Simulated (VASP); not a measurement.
Output of a VASP run:

### OSZICAR
```
       N       E                     dE             d eps       ncg     rms          rms(c)
DAV:   1     0.957649275456E+02    0.95765E+02   -0.10351E+04   680   0.109E+03
DAV:   2    -0.432533889965E+01   -0.10009E+03   -0.98706E+02   656   0.270E+02
DAV:   3    -0.789087274939E+01   -0.35655E+01   -0.33233E+01   716   0.450E+01
DAV:   4    -0.795007607697E+01   -0.59203E-01   -0.59160E-01   602   0.629E+00
DAV:   5    -0.795092897430E+01   -0.85290E-03   -0.85287E-03   662   0.875E-01    0.104E+01
DAV:   6    -0.699717308207E+01    0.95376E+00   -0.60404E+00   608   0.163E+01    0.289E+00
DAV:   7    -0.697127945429E+01    0.25894E-01   -0.23306E-01   602   0.304E+00    0.157E+00
DAV:   8    -0.696946195456E+01    0.18175E-02   -0.47130E-02   634   0.111E+00    0.523E-01
DAV:   9    -0.697877696378E+01   -0.93150E-02   -0.24807E-02   652   0.526E-01    0.613E-01
DAV:  10    -0.699304858442E+01   -0.14272E-01   -0.39578E-02   670   0.460E-01    0.111E+00
DAV:  11    -0.700392290445E+01   -0.10874E-01   -0.27082E-02   668   0.601E-01    0.942E-01
DAV:  12    -0.701274113955E+01   -0.88182E-02   -0.14472E-02   692   0.343E-01    0.989E-01
DAV:  13    -0.701702503503E+01   -0.42839E-02   -0.92696E-03   680   0.240E-01    0.104E+00
DAV:  14    -0.701789560404E+01   -0.87057E-03   -0.19473E-03   676   0.126E-01    0.110E+00
DAV:  15    -0.701696436952E+01    0.93123E-03   -0.47123E-04   626   0.138E-01    0.129E+00
DAV:  16    -0.701834342630E+01   -0.13791E-02   -0.61523E-04   680   0.230E-01    0.103E+00
DAV:  17    -0.701968665682E+01   -0.13432E-02   -0.68037E-04   674   0.251E-01    0.707E-01
DAV:  18    -0.702011033927E+01   -0.42368E-03   -0.16781E-04   694   0.110E-01    0.564E-01
DAV:  19    -0.702058926816E+01   -0.47893E-03   -0.37326E-04   662   0.183E-01    0.311E-01
DAV:  20    -0.702082259131E+01   -0.23332E-03   -0.31625E-04   680   0.164E-01    0.102E-01
DAV:  21    -0.702085999274E+01   -0.37401E-04   -0.46033E-05   714   0.464E-02    0.547E-02
DAV:  22    -0.702087699877E+01   -0.17006E-04   -0.27212E-05   674   0.363E-02    0.195E-02
DAV:  23    -0.702088417359E+01   -0.71748E-05   -0.15384E-05   686   0.237E-02    0.275E-03
DAV:  24    -0.702088781198E+01   -0.36384E-05   -0.64717E-06   568   0.880E-03    0.300E-03
DAV:  25    -0.702088989426E+01   -0.20823E-05   -0.34247E-06   454   0.573E-03    0.327E-03
DAV:  26    -0.702089115900E+01   -0.12647E-05   -0.21020E-06   304   0.470E-03    0.644E-03
DAV:  27    -0.702089166721E+01   -0.50821E-06   -0.16639E-06   486   0.804E-03
   1 F= -.70208917E+01 E0= -.70152698E+01  d E =-.112438E-01
```

OUTCAR:
```
------------------------ aborting loop because EDIFF is reached ----------------------------------------
  FORCE on cell =-STRESS in cart. coord.  units (eV):
  Direction    XX          YY          ZZ          XY          YZ          ZX
  --------------------------------------------------------------------------------------
  Total       -4.2165891     -4.2165891     -4.2165891      0.0000000     -0.0000000     -0.0000000
  in kB     -123.3195359   -123.3195359   -123.3195359      0.0000000     -0.0000000     -0.0000000
  external PRESSURE =    -123.3195359 kB  Pullay stress =       0.0000000 kB
  volume of cell :       54.78
      direct lattice vectors                 reciprocal lattice vectors
     0.000000000  3.014417000  3.014417000    -0.165869553  0.165869553  0.165869553
     3.014417000  0.000000000  3.014417000     0.165869553 -0.165869553  0.165869553
     3.014417000  3.014417000  0.000000000     0.165869553  0.165869553 -0.165869553
 POSITION                                       TOTAL-FORCE (eV/Angst)
 -----------------------------------------------------------------------------------
      0.00000      0.00000      0.00000         0.000000     -0.000000     -0.000000
      3.01442      3.01442      3.01442        -0.000000      0.000000      0.000000
 -----------------------------------------------------------------------------------
    total drift:                                0.000000      0.000000      0.000000
  FREE ENERGIE OF THE ION-ELECTRON SYSTEM (eV)
  ---------------------------------------------------
  free  energy   TOTEN  =        -7.0208916672 eV

  energy  without entropy=       -7.0096478959  energy(sigma->0) =       -7.01526978

 total charge

# of ion       s       p       d       tot
------------------------------------------
    1        1.337   1.935   0.068   3.340
    2        2.361   6.068   3.118  11.546
--------------------------------------------------
tot          3.697   8.003   3.186  14.886
```
(Selected blocks of OUTCAR.)

**POSCAR**
```
TeW
1
    0.0000000000     3.0144170000     3.0144170000
    3.0144170000     0.0000000000     3.0144170000
    3.0144170000     3.0144170000     0.0000000000
Te W
1 1
Direct
  0.0000000000   0.0000000000   0.0000000000
  0.5000000000   0.5000000000   0.5000000000
```

Task: Write an INCAR and KPOINTS that could have produced this output.

Result: One answer among several that fit: the input of the run itself, PBE GGA + U (Dudarev), plane waves, VASP's PBE PAW potentials (set 64).

**INCAR**
```
LDAUU=0 5.0
SIGMA=0.05   # width (eV)
ISMEAR=0   # Gaussian
LDAUL=-1 2
ISIF=2
LREAL=.FALSE.   # projection in real space or not
ALGO=Normal   # blocked Davidson
LDAUJ=0 0
LORBIT=10
LDAUPRINT=1
LDAUTYPE=2
LDAU=.TRUE.
NELM=100
PREC=Accurate
EDIFF=1E-6   # SCF stop (eV)
LWAVE=.FALSE.
LMAXMIX=2
LCHARG=.FALSE.
LASPH=.TRUE.   # aspherical one-centre terms
SYSTEM=TeW
ENCUT=400
GGA=PE
```

### KPOINTS
```
K-points
0
Gamma
7 7 7
0 0 0
```

POTCAR, in this order: Te W_sv (PBE.64 set). Program: vasp_std.

The structure was generated: TeW was put into the rocksalt type (Fm-3m), which need not be its known phase. The cell was not relaxed at this level. The run is one of a series of settings (LDAU = .TRUE., LDAUJ = 0 0, LDAUL = -1 2, LDAUTYPE = 2, LDAUU = 0 5.0, LMAXMIX = 2 against the base run), some of them coarse on purpose.
